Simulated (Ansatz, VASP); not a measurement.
# Cross-check of SiF2 between VASP and Ansatz, part 2 of 2

Aim: how closely do two programs agree when they are given the same cell, functional and k mesh? The cell is invented: As first built, before any earlier steps moved the atoms (in the runner's words): Si for Sn, F for I in the SnI2 structure of space group P4_2/mnm. It may not be a known or stable phase. The cell is taken from a series of runs on this material, whose earlier steps may have relaxed, scaled, displaced or heated it; both programs get it as it stands.

VASP 6.6.1 and Ansatz 0.2.0.

So far. Step 2 (VASP: single point, PBE, pair 1): The run ends at a pressure of 0.28 GPa, with forces up to 0.16 eV/Å.

### 4. Side by side

Known differences besides the potentials themselves: fixed occupations in Ansatz, narrow Gaussian smearing in VASP; the cutoff is 420 eV in Ansatz and 520 eV in VASP. Total energies have different zeros and are not compared.

The two programs side by side:

```csv
quantity,Ansatz,VASP,difference
gap on the k mesh (eV),2.289,2.286,+0.003
```

A gap on the mesh is an upper bound, since the band edges may lie between its points.

### 5. VASP: single point, PBE, pair 2

With cell and atoms fixed, the geometry can't cause a difference; cores, projectors, grids and the points listed under the comparison can.

INCAR

```
SYSTEM = SiF2
PREC = Accurate
ENCUT = 520
EDIFF = 1E-06
NELM = 120
ISMEAR = 0
SIGMA = 0.01
LREAL = .FALSE.
ALGO = Normal
GGA = PE
NBANDS = 24
LORBIT = 11
LWAVE = .FALSE.
LCHARG = .FALSE.
ISIF = 2
LASPH = .TRUE.
GGA_COMPAT = .FALSE.
EFERMI = MIDGAP
KPAR = 2
```

POSCAR

```
SiF2
1.0
    5.8557778612      0.0000000000      0.0000000000
    0.0000000000      5.8557778612      0.0000000000
    0.0000000000      0.0000000000      2.5061495951
Si F
2 4
Direct
    0.0000000000      0.0000000000      0.0000000000
    0.5000000000      0.5000000000      0.5000000000
    0.2048233202      0.2048233202      0.0000000000
    0.7951766798      0.7951766798      0.0000000000
    0.7048233202      0.2951766798      0.5000000000
    0.2951766798      0.7048233202      0.5000000000
```

KPOINTS

```
Automatic mesh
0
Gamma
4 4 8
0 0 0
```

Potentials, in the order of the species: Si and F (PBE family, release 64).

On the command line:

```bash
mpirun -np 2 vasp_std
```

Numbers of over 12 decimals in the logs are rounded to 6 here.

The log of the run:

```text
[... set-up lines as in an earlier step ...]
 entering main loop
       N       E                     dE             d eps       ncg     rms          rms(c)
DAV:   1     0.220368360658E+03    0.22037E+03   -0.19603E+04  1448   0.136E+03
DAV:   2    -0.192065937471E+02   -0.23957E+03   -0.23217E+03  1760   0.312E+02
DAV:   3    -0.320513284151E+02   -0.12845E+02   -0.12806E+02  1784   0.771E+01
DAV:   4    -0.321553929044E+02   -0.10406E+00   -0.10405E+00  1656   0.775E+00
[...]
DAV:  10    -0.295811677486E+02   -0.52925E-03   -0.53138E-04  1640   0.158E-01    0.279E-02
DAV:  11    -0.295811858732E+02   -0.18125E-04   -0.32056E-05  1752   0.483E-02    0.740E-03
DAV:  12    -0.295811862244E+02   -0.35113E-06   -0.48552E-06  1552   0.162E-02
   1 F= -.29581186E+02 E0= -.29581186E+02  d E =0.000000E+00
```

From OUTCAR (step 5):

```text
  Total        0.2949347      0.2949347     -0.1525468      0.0000000      0.0000000      0.0000000
  in kB        5.4987031      5.4987031     -2.8440511      0.0000000      0.0000000      0.0000000
  external PRESSURE =       2.7177851 kB  Pullay stress =       0.0000000 kB

 POSITION                                       TOTAL-FORCE (eV/Angst)
 -----------------------------------------------------------------------------------
      0.00000      0.00000      0.00000         0.000000      0.000000     -0.000000
      2.92789      2.92789      1.25307         0.000000      0.000000     -0.000000
      1.19940      1.19940      0.00000         0.110758      0.110758      0.000000
      4.65638      4.65638      0.00000        -0.110758     -0.110758     -0.000000
      4.12729      1.72849      1.25307         0.110758     -0.110758     -0.000000
      1.72849      4.12729      1.25307        -0.110758      0.110758     -0.000000
 -----------------------------------------------------------------------------------
    total drift:                                0.000000     -0.000000      0.000000

  FREE ENERGIE OF THE ION-ELECTRON SYSTEM (eV)
  ---------------------------------------------------
  free  energy   TOTEN  =       -29.5811862244 eV

  energy  without entropy=      -29.5811862244  energy(sigma->0) =      -29.58118622

[... 1 part as in an earlier step ...]

[... 2 further parts left out ...]
[key lines of the parts left out:]
E-fermi :   2.9569
```

The run ends at a pressure of 0.27 GPa, with forces up to 0.16 eV/Å.

### 6. Ansatz: single point, PBE, pair 2

The same cell, functional and mesh now go to Ansatz, which takes its cutoff from its data sets.

The cell is taken from a series of runs on this material, whose earlier steps may have relaxed, scaled, displaced or heated it; both programs get it as it stands.

input.yaml

```yaml
crystal:
  lattice:
    - [5.8557778612, 0.0, 0.0]
    - [0.0, 5.8557778612, 0.0]
    - [0.0, 0.0, 2.5061495951]
  atoms:
    - { symbol: Si, position: [0.0, 0.0, 0.0] }
    - { symbol: Si, position: [0.5, 0.5, 0.5] }
    - { symbol: F, position: [0.2048233202, 0.2048233202, 0.0] }
    - { symbol: F, position: [0.7951766798, 0.7951766798, 0.0] }
    - { symbol: F, position: [0.7048233202, 0.2951766798, 0.5] }
    - { symbol: F, position: [0.2951766798, 0.7048233202, 0.5] }
kpoints:
  mp_grid: { grid: [4, 4, 8] }
  band_path: { path: [VBM, CBM], npoints: 30 }
scf:
  occupations: { method: fixed }
hamiltonian:
  xc: pbe
  pseudopotentials: { kind: nc }
output:
  eigenvalues: true
```

On the command line:

```bash
ansatz run input.yaml --threads 2 --pin off --max-ram 4096MiB --backend cpu --events-out ev --progress --plain --runs-dir out
```

The log of the run:

```text
[...]
Crystal: 6 atoms, lattice volume = 85.936 Å³
Basis set: ecut = 1320 eV, 9403 PW (Γ)
Bands: 24, of which v1, the nominal top of the filled ones, is band 18 counted from 1 (17 counted from 0)
Symmetry: 16 space group operations
[...]
k-points: 30 of 128
[...]
--- Band table (eV; the first three rows and the last of 30) ---
  k-point 0: bands = [... 14 lower, 0.1829, 0.1829, 0.2513, 2.7386, 5.4679, 5.4679, 10.3208, 11.8841, ... 2 higher]
  k-point 1: bands = [... 14 lower, -0.2773, -0.2773, 0.6063, 2.8422, 5.7768, 5.7768, 10.2847, 12.1263, ... 2 higher]
  k-point 2: bands = [... 14 lower, -1.1531, -0.8382, 1.3038, 3.0162, 6.5802, 6.5802, 8.5194, 9.8786, ... 2 higher]
  k-point 29: bands = [... 14 lower, -0.9543, -0.9543, 2.6579, 2.6579, 6.1734, 6.1734, 8.4237, 8.4237, ... 2 higher]
[key lines of the parts left out:]
SCF converged after 7 iterations
Free energy (F): -2965.018587 eV
Fermi energy:    3.170653 eV
```

### 7. Side by side

What differs besides the data sets and the points named for the pairs above, as far as they apply: the cutoff is 1320 eV in Ansatz and 520 eV in VASP. Total energies have different zeros and are not compared.

The two programs side by side:

```csv
quantity,Ansatz,VASP,difference
gap on the k mesh (eV),2.297,2.307,-0.010
```

A gap on the mesh is an upper bound, since the band edges may lie between its points.

### 8. Results

| Property | Result |
| --- | --- |
| difference in gap on the k mesh (single point, PBE, pair 1) | 0.0027 eV |
| difference in gap on the k mesh (single point, PBE, pair 2) | -0.0099 eV |

What this shows: The difference in gap on the k mesh is -0.0099 eV (single point, PBE, pair 2), within the 0.08 eV picked in this series as the mark of a large difference. How closely two codes agree says nothing of how well the functional describes the real material.

[Lines on the potential files, build, host, timing and source positions are cut from VASP's logs without a mark.]

[Logs are printed without paths, hosts, clocks, repeated set-up lines and the standing remarks that a program may print on its own settings, such as how far it seeks lower states.]

[Hosts, paths, dates, database ids (printed as entryN), source tags and the programs' standing remarks are cut or masked in the printed files.]
